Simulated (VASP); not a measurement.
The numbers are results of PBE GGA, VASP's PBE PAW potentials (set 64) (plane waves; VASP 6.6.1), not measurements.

VASP ran on this input.

File POSCAR:
```
ZrB2
1
    1.5817500000    -2.7672120000     0.0000000000
    1.5817500000     2.7672120000     0.0000000000
    0.0000000000     0.0000000000     3.5391650000
Zr B
1 2
Direct
  0.0000000000   0.0000000000   0.0000000000
  0.3333330000   0.6666670000   0.5000000000
  0.6956190000   0.3622850000   0.5000000000
```

**KPOINTS**
```
kpoints
0
gamma
  10 10 8
```

**INCAR**
```
SYSTEM = ZrB2
PREC = Accurate
ENCUT = 520
EDIFF = 1E-6
NELM = 100
ALGO = Normal
LREAL = .FALSE.
LASPH = .TRUE.
ISMEAR = 1
SIGMA = 0.1
GGA = PE
LMAXMIX = 4
LWAVE = .FALSE.
LCHARG = .FALSE.
ISIF = 2
AMIX = 0.05
BMIX = 0.0001
IMIX = 4
```

POTCAR, in this order: Zr_sv B (PBE.64 set). Program: vasp_std.

What VASP printed:

File OSZICAR:
```
       N       E                     dE             d eps       ncg     rms          rms(c)
DAV:   1     0.110300362065E+03    0.11030E+03   -0.98837E+03  6760   0.138E+03
DAV:   2    -0.220060202553E+02   -0.13231E+03   -0.12771E+03  7927   0.335E+02
DAV:   3    -0.274808343698E+02   -0.54748E+01   -0.54033E+01 10957   0.599E+01
DAV:   4    -0.275983758152E+02   -0.11754E+00   -0.11740E+00  8574   0.814E+00
DAV:   5    -0.276020707667E+02   -0.36950E-02   -0.36948E-02 10556   0.103E+00    0.214E+01
DAV:   6    -0.269364123126E+02    0.66566E+00   -0.20175E-01  8666   0.317E+00    0.197E+01
DAV:   7    -0.249730512657E+02    0.19634E+01   -0.11969E+01  8316   0.242E+01    0.554E+00
DAV:   8    -0.251053736160E+02   -0.13232E+00   -0.25644E+00  8057   0.130E+01    0.949E+00
DAV:   9    -0.249514259445E+02    0.15395E+00   -0.22332E-01  8551   0.388E+00    0.373E+00
DAV:  10    -0.249108627486E+02    0.40563E-01   -0.16644E-01  8845   0.281E+00    0.960E-01
DAV:  11    -0.249125590567E+02   -0.16963E-02   -0.12669E-02  8194   0.101E+00    0.103E+00
DAV:  12    -0.249090999315E+02    0.34591E-02   -0.18614E-02  8531   0.971E-01    0.186E-01
DAV:  13    -0.249089888982E+02    0.11103E-03   -0.10955E-03  8524   0.284E-01    0.166E-01
DAV:  14    -0.249089909155E+02   -0.20173E-05   -0.12470E-04  8620   0.118E-01    0.816E-02
DAV:  15    -0.249090060721E+02   -0.15157E-04   -0.43319E-05  8525   0.775E-02    0.230E-02
DAV:  16    -0.249090081056E+02   -0.20335E-05   -0.10518E-06  5048   0.124E-02    0.209E-02
DAV:  17    -0.249090087805E+02   -0.67483E-06   -0.37577E-06  7924   0.173E-02
   1 F= -.24909009E+02 E0= -.24909098E+02  d E =0.268234E-03
```

### OUTCAR
```
------------------------ aborting loop because EDIFF is reached ----------------------------------------
  FORCE on cell =-STRESS in cart. coord.  units (eV):
  Direction    XX          YY          ZZ          XY          YZ          ZX
  --------------------------------------------------------------------------------------
  Total        0.4779077     -0.6402573      0.0835402      0.1502667      0.0000000      0.0000000
  in kB       24.7140276    -33.1096090      4.3201124      7.7707382      0.0000000      0.0000000
  external PRESSURE =      -1.3584897 kB  Pullay stress =       0.0000000 kB
  volume of cell :       30.98
      direct lattice vectors                 reciprocal lattice vectors
     1.581750000 -2.767212000  0.000000000     0.316105579 -0.180687277  0.000000000
     1.581750000  2.767212000  0.000000000     0.316105579  0.180687277  0.000000000
     0.000000000  0.000000000  3.539165000     0.000000000  0.000000000  0.282552523
 POSITION                                       TOTAL-FORCE (eV/Angst)
 -----------------------------------------------------------------------------------
      0.00000      0.00000      0.00000         0.598049      0.032211      0.000000
      1.58175      0.92241      1.76958         0.784156     -0.112918      0.000000
      1.67334     -0.92241      1.76958        -1.382205      0.080707      0.000000
 -----------------------------------------------------------------------------------
    total drift:                               -0.000077     -0.000007      0.000000
  FREE ENERGIE OF THE ION-ELECTRON SYSTEM (eV)
  ---------------------------------------------------
  free  energy   TOTEN  =       -24.9090087805 eV

  energy  without entropy=      -24.9092770147  energy(sigma->0) =      -24.90909819
```
(Selected blocks of OUTCAR.)

The compound is ZrB2 in the AlB2 type structure. The cell was not relaxed at this level, atoms are displaced from their ideal sites. The run is one of a series of settings (AMIX = 0.05, BMIX = 0.0001, IMIX = 4 against the base run), some of them coarse on purpose.
